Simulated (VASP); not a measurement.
# AlNi3: which input changes matter, part 2 of 4

Aim: change the input of a sound run on AlNi3 piece by piece and see what each change does. All runs use PBEsol. The start is a computed cell from the Materials Project.

VASP 6.6.1; PBEsol, spin-polarised from a ferromagnetic start; plane waves and PAW (Al, Ni).

Still holding for the runs below: The magnetic state follows from one typed start and may not be the lowest. The k-mesh is coarse for a metal.

So far. Step 2 (Reference run): The pressure is -0.83 GPa and the largest force 0.000 eV/Å, so the cell is not at a minimum at these settings. Step 3 (A single point (PBEsol), changed input): Against the reference run the energy at zero smearing moves by +1.40 meV an atom and the pressure by -0.05 GPa.

## (4) Total energy, forces and stress (PBEsol), changed input

This run is made with a changed input; what comes of it follows.

The input, INCAR:

```
SYSTEM = AlNi3
PREC = Accurate
ENCUT = 400
EDIFF = 1E-06
NELM = 97
ISMEAR = -1
SIGMA = 0.05
LREAL = .FALSE.
ALGO = Normal
GGA = PS
NBANDS = 26
ISPIN = 2
MAGMOM = 0 1 1 1
LASPH = .TRUE.
LMAXMIX = 4
LORBIT = 11
LWAVE = .FALSE.
LCHARG = .FALSE.
KPAR = 4
ISIF = 2
```

The input, POSCAR:

```
AlNi3
1.0
    6.6576100000      0.0000000000      0.0000000000
    0.0000000000      6.6576100000      0.0000000000
    0.0000000000      0.0000000000      6.6576100000
Al Ni
1 3
Direct
    0.0000000000      0.0000000000      0.0000000000
    0.0000000000      0.5000000000      0.5000000000
    0.5000000000      0.0000000000      0.5000000000
    0.5000000000      0.5000000000      0.0000000000
```

The input, KPOINTS:

```
Automatic mesh
0
Gamma
3 3 3
0 0 0
```

PAW data sets: Al and Ni (PBE family, release 64).

The run is started by

```bash
> mpirun -np 4 vasp_std
```

Log:

```text
[... set-up lines as in an earlier step ...]
 entering main loop
       N       E                     dE             d eps       ncg     rms          rms(c)
DAV:   1     0.123534736117E+03    0.12353E+03   -0.93959E+03   416   0.801E+02
DAV:   2    -0.155715686341E+00   -0.12369E+03   -0.11359E+03   418   0.195E+02
DAV:   3    -0.525550944152E+01   -0.50998E+01   -0.48241E+01   488   0.429E+01
DAV:   4    -0.537265609476E+01   -0.11715E+00   -0.11567E+00   452   0.728E+00
DAV:   5    -0.537635467897E+01   -0.36986E-02   -0.36979E-02   524   0.112E+00    0.843E+00
DAV:   6    -0.697553448652E+01   -0.15992E+01   -0.97403E+00   428   0.309E+01    0.237E+01
DAV:   7    -0.508999749074E+01    0.18855E+01   -0.54606E+00   444   0.221E+01    0.422E+00
DAV:   8    -0.506827185666E+01    0.21726E-01   -0.39206E-01   434   0.548E+00    0.213E+00
DAV:   9    -0.506730403846E+01    0.96782E-03   -0.74112E-02   416   0.192E+00    0.153E+00
DAV:  10    -0.505920515638E+01    0.80989E-02   -0.33061E-02   440   0.150E+00    0.776E-01
DAV:  11    -0.508582890746E+01   -0.26624E-01   -0.61972E-02   424   0.993E-01    0.172E+00
DAV:  12    -0.508716500657E+01   -0.13361E-02   -0.19580E-02   416   0.107E+00    0.174E+00
DAV:  13    -0.507392647695E+01    0.13239E-01   -0.28997E-02   464   0.161E+00    0.137E+00
DAV:  14    -0.507567738399E+01   -0.17509E-02   -0.87826E-03   416   0.768E-01    0.143E+00
DAV:  15    -0.505443254241E+01    0.21245E-01   -0.11309E-02   416   0.685E-01    0.151E+00
DAV:  16    -0.508275939110E+01   -0.28327E-01   -0.31194E-02   416   0.139E+00    0.103E+00
DAV:  17    -0.508776837395E+01   -0.50090E-02   -0.92422E-03   432   0.771E-01    0.253E-01
DAV:  18    -0.508780577985E+01   -0.37406E-04   -0.11183E-02   416   0.728E-01    0.220E-01
DAV:  19    -0.509205678364E+01   -0.42510E-02   -0.36284E-03   424   0.414E-01    0.126E-01
DAV:  20    -0.509515024353E+01   -0.30935E-02   -0.33502E-03   416   0.492E-01    0.423E-02
DAV:  21    -0.509451514322E+01    0.63510E-03   -0.65581E-04   416   0.229E-01    0.291E-02
DAV:  22    -0.509554394234E+01   -0.10288E-02   -0.94762E-04   416   0.278E-01    0.140E-02
DAV:  23    -0.509556871023E+01   -0.24768E-04   -0.30336E-05   418   0.489E-02    0.687E-03
DAV:  24    -0.509557651493E+01   -0.78047E-05   -0.56627E-06   400   0.172E-02    0.335E-03
DAV:  25    -0.509558312107E+01   -0.66061E-05   -0.39189E-06   384   0.143E-02    0.278E-03
DAV:  26    -0.509558512019E+01   -0.19991E-05   -0.83039E-07   326   0.774E-03    0.154E-03
DAV:  27    -0.509558580558E+01   -0.68539E-06   -0.45385E-07   304   0.573E-03
   1 F= -.50955858E+01 E0= -.49625790E+01  d E =-.266014E+00  mag=     4.1489
```

Wall time 23 s (4 MPI ranks of Intel Xeon 6975P-C (Granite Rapids), shared host); peak memory 1.6 GiB; 88 s of CPU time.

OUTCAR, selected parts (step 4):

```text
  LATTYP: Found a simple cubic cell.
 ALAT       =     6.6576100000

The static configuration has the point symmetry O_h .

 Found      4 irreducible k-points:

   k-points           NKPTS =      4   k-points in BZ     NKDIM =      4   number of bands    NBANDS=     26

   dimension x,y,z NGX =    48 NGY =   48 NGZ =   48
   dimension x,y,z NGXF=    96 NGYF=   96 NGZF=   96

   ENCUT  =  400.0 eV  29.40 Ry    5.42 a.u.  10.86 10.86 10.86*2*pi/ulx,y,z

   NELECT =      33.0000    total number of electrons

 E-fermi :  -1.8706

 spin component 1
 k-point     1 :       0.0000    0.0000    0.0000
  band No.  band energies     occupation
    ...
     13      -2.8809      1.00000
     14      -2.8809      1.00000
     15      -2.8628      1.00000
     16      -2.8628      1.00000
     17      -2.8628      1.00000
     18      -1.5741      0.00265
     19      -1.5741      0.00265
     20      -0.9752      0.00000
     21      -0.9752      0.00000
     22      -0.9752      0.00000
    ...

 k-point     2 :       0.3333    0.0000    0.0000
  band No.  band energies     occupation
    ...
     14      -2.8792      1.00000
     15      -2.8724      1.00000
     16      -2.8724      1.00000
     17      -2.8632      1.00000
     18      -2.2084      0.99884
     19      -1.5009      0.00062
     20      -0.8000      0.00000
     21      -0.8000      0.00000
     22      -0.2392      0.00000
     23       1.2210      0.00000
    ...

 k-point     3 :       0.3333    0.3333    0.0000
  band No.  band energies     occupation
    ...
     15      -2.8866      1.00000
     16      -2.8502      1.00000
     17      -2.8484      1.00000
     18      -2.4364      0.99999
     19      -1.9156      0.71101
     20      -0.6592      0.00000
     21      -0.5158      0.00000
     22      -0.4015      0.00000
     23       0.9095      0.00000
     24       1.4222      0.00000
    ...

 k-point     4 :       0.3333    0.3333    0.3333
  band No.  band energies     occupation
    ...
     15      -2.8524      1.00000
     16      -2.8524      1.00000
     17      -2.7406      1.00000
     18      -2.1941      0.99845
     19      -2.1941      0.99845
     20      -1.0220      0.00000
     21      -1.0220      0.00000
     22      -0.6781      0.00000
     23       0.5242      0.00000
     24       1.4582      0.00000
    ...

  Total       -4.9652209     -4.9652209     -4.9652209      0.0000000     -0.0000000      0.0000000
  in kB      -26.9583993    -26.9583993    -26.9583993      0.0000000     -0.0000000      0.0000000
  external PRESSURE =     -26.9583993 kB  Pullay stress =       0.0000000 kB

  energy-cutoff  :      400.00
  volume of cell :      295.09
      direct lattice vectors                 reciprocal lattice vectors
     6.657610000  0.000000000  0.000000000     0.150204052  0.000000000  0.000000000
     0.000000000  6.657610000  0.000000000     0.000000000  0.150204052  0.000000000
     0.000000000  0.000000000  6.657610000     0.000000000  0.000000000  0.150204052

 POSITION                                       TOTAL-FORCE (eV/Angst)
 -----------------------------------------------------------------------------------
      0.00000      0.00000      0.00000         0.000000      0.000000      0.000000
      0.00000      3.32881      3.32881         0.000000      0.000000      0.000000
      3.32881      0.00000      3.32881         0.000000      0.000000      0.000000
      3.32881      3.32881      0.00000         0.000000      0.000000      0.000000
 -----------------------------------------------------------------------------------
    total drift:                                0.000000      0.000000     -0.000000

  FREE ENERGIE OF THE ION-ELECTRON SYSTEM (eV)
  ---------------------------------------------------
  free  energy   TOTEN  =        -5.0955858056 eV

  energy  without entropy=       -4.8295721531  energy(sigma->0) =       -4.96257898

 total charge
# of ion       s       p       d       tot
------------------------------------------
    1        0.648   0.065   0.000   0.713
    2        0.382   0.007   8.327   8.716
    3        0.382   0.007   8.327   8.716
    4        0.382   0.007   8.327   8.716
--------------------------------------------------
tot          1.795   0.087  24.980  26.862

 magnetization (x)
# of ion       s       p       d       tot
------------------------------------------
    1        0.003  -0.010   0.000  -0.007
    2        0.114   0.001   1.096   1.212
    3        0.114   0.001   1.096   1.212
    4        0.114   0.001   1.096   1.212
--------------------------------------------------
tot          0.347  -0.007   3.289   3.629

[... 1 part as in an earlier step ...]

[... 7 further parts left out ...]
```

The run converged, but on settings that are not sound, so its numbers are not to be trusted.

The fault in the input: cell typed in bohr. POSCAR is in ångström: multiply bohr by 0.529.

## (5) Total energy, forces and stress (PBEsol), changed input, try 2

A single point gives energy, forces and stress at these settings. Some settings are moved from the usual, to see what they do.

INCAR, as its differences from that of step 4:

```diff
@@ -4,3 +4,3 @@
 EDIFF = 1E-06
-NELM = 97
+NELM = 100
 ISMEAR = -1
@@ -20 +20,2 @@
 ISIF = 2
+ISYM = 0
```

The input, POSCAR:

```
AlNi3
1.0
    3.5230547267      0.0000000000      0.0000000000
    0.0000000000      3.5230547267      0.0000000000
    0.0000000000      0.0000000000      3.5230547267
Al Ni
1 3
Direct
    0.0000000000      0.0000000000      0.0000000000
    0.0000000000      0.5000000000      0.5000000000
    0.5000000000      0.0000000000      0.5000000000
    0.5000000000      0.5000000000      0.0000000000
```

The input, KPOINTS:

```
Automatic mesh
0
Gamma
6 6 6
0 0 0
```

The run is started by

```bash
> mpirun -np 4 vasp_std
```

Log:

```text
[... set-up lines as in an earlier step ...]
 entering main loop
       N       E                     dE             d eps       ncg     rms          rms(c)
DAV:   1     0.168882010931E+03    0.16888E+03   -0.12019E+04 11912   0.136E+03
DAV:   2    -0.200120809096E+02   -0.18889E+03   -0.17591E+03 11690   0.279E+02
DAV:   3    -0.288060273861E+02   -0.87939E+01   -0.84200E+01 13092   0.798E+01
DAV:   4    -0.289487446860E+02   -0.14272E+00   -0.14257E+00 13600   0.945E+00
DAV:   5    -0.289537879001E+02   -0.50432E-02   -0.50428E-02 13848   0.161E+00    0.217E+01
DAV:   6    -0.297312272980E+02   -0.77744E+00   -0.42438E+01 13642   0.115E+02    0.217E+01
DAV:   7    -0.243871633640E+02    0.53441E+01   -0.14939E+01 13800   0.624E+01    0.268E+00
DAV:   8    -0.243392522471E+02    0.47911E-01   -0.26648E-01 13038   0.356E+00    0.143E+00
DAV:   9    -0.243121749661E+02    0.27077E-01   -0.21096E-02 16074   0.194E+00    0.678E-01
DAV:  10    -0.243111813853E+02    0.99358E-03   -0.26780E-03 15078   0.125E+00    0.308E-01
DAV:  11    -0.243108890179E+02    0.29237E-03   -0.10567E-03 13858   0.117E+00    0.187E-01
DAV:  12    -0.243109517721E+02   -0.62754E-04   -0.43274E-04 15176   0.419E-01    0.812E-02
DAV:  13    -0.243109755295E+02   -0.23757E-04   -0.11024E-04 14160   0.128E-01    0.285E-02
DAV:  14    -0.243109787534E+02   -0.32239E-05   -0.88176E-06 12532   0.362E-02    0.153E-02
DAV:  15    -0.243109791459E+02   -0.39248E-06   -0.15070E-06  7204   0.360E-02
   1 F= -.24310979E+02 E0= -.24295414E+02  d E =-.311307E-01  mag=     0.6560
```

Run time: 14 s. Hardware: 4 MPI ranks; peak memory 0.94 GiB.

Parts of OUTCAR (step 5):

```text
   k-points           NKPTS =    112   k-points in BZ     NKDIM =    112   number of bands    NBANDS=     26

   NELECT =      33.0000    total number of electrons

 E-fermi :   9.7567

 spin component 1
 k-point     1 :       0.0000    0.0000    0.0000
  band No.  band energies     occupation
    ...
     12       9.2110      0.99998
     13       9.5288      0.98961
     14       9.7213      0.66972
     15       9.7218      0.66755
     16       9.7221      0.66641
     17      10.6367      0.00000
     18      10.6367      0.00000
     19      10.6367      0.00000
     20      16.4940      0.00000
     21      16.4942      0.00000
    ...

 k-point     2 :       0.1667    0.0000    0.0000
  band No.  band energies     occupation
    ...
     13       9.1707      0.99999
     14       9.2114      0.99998
     15       9.4030      0.99915
     16       9.5817      0.97069
     17       9.7222      0.66573
     18      11.6273      0.00000
     19      11.6273      0.00000
     20      16.4597      0.00000
     21      17.0420      0.00000
     22      18.7774      0.00000
    ...

  Total       -0.2369683     -0.2359339     -0.2374644     -0.0000002     -0.0000006      0.0000017
  in kB       -8.6824592     -8.6445576     -8.7006330     -0.0000066     -0.0000208      0.0000629
  external PRESSURE =      -8.6758833 kB  Pullay stress =       0.0000000 kB

 POSITION                                       TOTAL-FORCE (eV/Angst)
 -----------------------------------------------------------------------------------
      0.00000      0.00000      0.00000         0.000000     -0.000000     -0.000000
      0.00000      1.76153      1.76153        -0.000001     -0.000000     -0.000000
      1.76153      0.00000      1.76153         0.000001      0.000000      0.000000
      1.76153      1.76153      0.00000        -0.000000      0.000000      0.000000
 -----------------------------------------------------------------------------------
    total drift:                               -0.000000      0.000002      0.000000

  FREE ENERGIE OF THE ION-ELECTRON SYSTEM (eV)
  ---------------------------------------------------
  free  energy   TOTEN  =       -24.3109791459 eV

  energy  without entropy=      -24.2798484357  energy(sigma->0) =      -24.29541379

[... 5 parts as in an earlier step ...]

[... 14 further parts left out ...]
```

ISYM = 0 switches symmetry off, which costs time and should not change a single point.

This step gave:

```
electronic steps                                  : 15
irreducible k points                              : 112
energy at zero smearing                           : -24.30 eV
Fermi energy                                      : 9.757 eV
pressure                                          : -0.8676 GPa
moment of the cell, from the last line of the log : 0.656 μB
```

Against the reference run the energy at zero smearing moves by +0.00 meV an atom and the pressure by -0.04 GPa.

(Continued in part 3 of 4.)

[Lines on the potential files, build, host, timing and source positions are cut from VASP's logs without a mark.]

[Logs are printed without paths, hosts, clocks, repeated set-up lines and the standing remarks that a program may print on its own settings, such as how far it seeks lower states.]

[Hosts, paths, dates, database ids (printed as entryN), source tags and the programs' standing remarks are cut or masked in the printed files.]

[A measured line is paired with the nearest computed mode of its activity, which favours agreement.]
